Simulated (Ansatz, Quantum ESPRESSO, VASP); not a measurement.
One calculation of NiMoIrPdW, 4 ways

```
Ni Mo Pd Ir W
1.0
     2.76078    0.00000    0.00000
    -1.38039    2.39090    0.00000
     0.00000    0.00000   11.34051
Ni Mo Pd Ir W
1 1 1 1 1
Direct
  0.00000 0.00000 0.70917
  0.66667 0.33333 0.29425
  0.66667 0.33333 0.89901
  0.00000 0.00000 0.10604
  0.66667 0.33333 0.52921
```

The cell comes from a database or a generator and needn't be the stable form of this composition.

Alike in all runs: task single point; functional PBE; k mesh 11 × 11 × 3; occupations fermi-dirac, width 0.05 eV; collinear spin, ferromagnetic start; no spin-orbit coupling. Pressure is positive in compression and, in plane waves, holds the error of the finite cutoff, which Ansatz's Pulay term estimates and takes out.

| program and potentials | plane-wave cutoff (eV) | notes | pressure (GPa) | net moment per atom (μB) | largest force (eV/Å) |
| --- | --- | --- | --- | --- | --- |
| Ansatz, Ansatz PAW | 420 | 16.2 valence electrons an atom on average | ? | ? | ? |
| Ansatz, all-electron LAPW, scalar-relativistic | - | - | -0.20 | 0.00 | 0.284 |
| Quantum ESPRESSO, SSSP 1.3 efficiency PBE | 816 | 15.8 valence electrons an atom on average | -0.35 | 0.00 | 0.294 |
| VASP, PBE PAW files Ir, Mo_sv, Ni, Pd, W_sv, 520 eV | 520 | 11.4 valence electrons an atom on average | 0.22 | 0.00 | 0.296 |

Problem. Estimate from the other rows what the run with Ansatz, Ansatz PAW gave.

Solution. Pressure -0.19 GPa; net moment per atom 0.00 μB; largest force 0.281 eV/Å. Its pressure holds a Pulay term of +0.06 GPa. The other rows, which needn't bracket it: pressure -0.35 to 0.22; net moment per atom 0.00; largest force 0.284 to 0.296.
